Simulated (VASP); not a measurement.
FeC23 (a cell with a defect), 24 atoms in the cell. The cell holds a defect, 24 atoms: a = 7.566 Å, b = 5.044 Å, c = 5.044 Å, α = 60.00°, β = 60.00°, γ = 60.00°.  The cell isn't the ideal one: atoms moved at random, drawn with an rms of 0.05 Å.

| Item | Value |
| --- | --- |
| Program | VASP 6.6.1 |
| Task | relaxation of the atoms |
| Functional | PBEsol |
| Potentials or basis | VASP PAW PBE potentials, release 64 (Fe, C) |
| Cutoff | 450 eV |
| k mesh | 3 × 4 × 4 |
| Occupations | gaussian, width 0.03 eV |
| Spin | collinear spin, ferromagnetic start |
| Starting moments | [2.0, 0.0, 0.0, 0.0, 0.0, 0.0, 0.0, 0.0, 0.0, 0.0, 0.0, 0.0, 0.0, 0.0, 0.0, 0.0, 0.0, 0.0, 0.0, 0.0, 0.0, 0.0, 0.0, 0.0] μB |
| Fixed moment | 2 μB |
| Hubbard terms | Fe d U = 4 eV |
| Dq | 0 |
| Further INCAR settings | LREAL = Auto; ALGO = Normal; EDIFF = 1e-05; ISYM = 0; IBRION = 2; EDIFFG = -0.03; NSW = 60 |

Potentials or basis: VASP PAW PBE potentials, release 64 (Fe, C).

Command:

```sh
$ cat potpaw_PBE.64/Fe/POTCAR potpaw_PBE.64/C/POTCAR > POTCAR
$ mpirun -np 4 vasp_std > vasp.out
```

Hardware: 4 MPI ranks on Intel(R) Xeon(R) Platinum 8259CL CPU @ 2.50GHz (Skylake/Cascade Lake) (shared host).

Question: Estimate the wall time of this run.

Answer: Wall time 49 min on 4 MPI ranks on Intel(R) Xeon(R) Platinum 8259CL CPU @ 2.50GHz (Skylake/Cascade Lake) (shared host), peak memory 0.47 GiB a rank. Counts: scf iterations 159, k points 26, ion steps 16.
